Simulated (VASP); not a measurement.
```yaml
crystal:
  lattice:
    - [2.87230, 0.00000, 0.00000]
    - [-1.43615, 2.48748, 0.00000]
    - [0.00000, 0.00000, 7.67857]
  atoms:
    - { symbol: Ru, position: [0.00000, 0.00000, 0.00000] }
    - { symbol: Ru, position: [0.00000, 0.00000, 0.50000] }
    - { symbol: Al, position: [0.33333, 0.66667, 0.25000] }
    - { symbol: Al, position: [0.66667, 0.33333, 0.75000] }
```

Level of theory: PBEsol GGA, VASP's PBE PAW potentials (set 64) (plane waves; VASP). Settings: 400 eV cut-off, Gaussian smearing of 0.050 eV, potentials Ru_pv Al.

Q: Give the energies of bands 7 to 20 at the high-symmetry points, in eV from the Fermi level.

A: 
| band | Γ | M | K | A | L | H |
|---|---|---|---|---|---|---|
| 7 | -9.90 | -5.89 | -4.38 | -9.16 | -5.35 | -4.15 |
| 8 | -7.75 | -5.55 | -4.38 | -9.16 | -5.35 | -4.15 |
| 9 | -6.25 | -4.59 | -4.06 | -4.77 | -4.92 | -3.90 |
| 10 | -4.23 | -3.67 | -3.52 | -4.77 | -4.92 | -3.90 |
| 11 | -1.84 | -3.58 | -3.52 | -1.78 | -3.34 | -3.13 |
| 12 | -1.81 | -3.43 | -2.99 | -1.78 | -3.34 | -3.13 |
| 13 | -1.81 | -2.22 | -2.99 | -1.78 | -1.30 | -2.89 |
| 14 | -1.76 | -1.25 | -2.23 | -1.78 | -1.30 | -2.89 |
| 15 | -1.76 | -0.78 | -2.23 | -1.15 | -1.03 | -2.25 |
| 16 | -0.31 | -0.77 | -0.64 | -1.15 | -1.03 | -2.25 |
| 17 | -0.31 | 0.21 | -0.54 | -0.15 | 1.43 | 2.35 |
| 18 | 0.02 | 1.43 | 1.69 | -0.15 | 1.43 | 2.35 |
| 19 | 0.02 | 1.44 | 1.69 | -0.15 | 1.64 | 2.41 |
| 20 | 0.20 | 3.46 | 3.31 | -0.15 | 1.64 | 2.41 |

It has no gap at this level: it comes out as a metal or semimetal.

The structure was generated: RuAl was put into the NiAs type type (P6_3/mmc), which need not be its known phase. It was relaxed first, which changed the volume by -41 %.
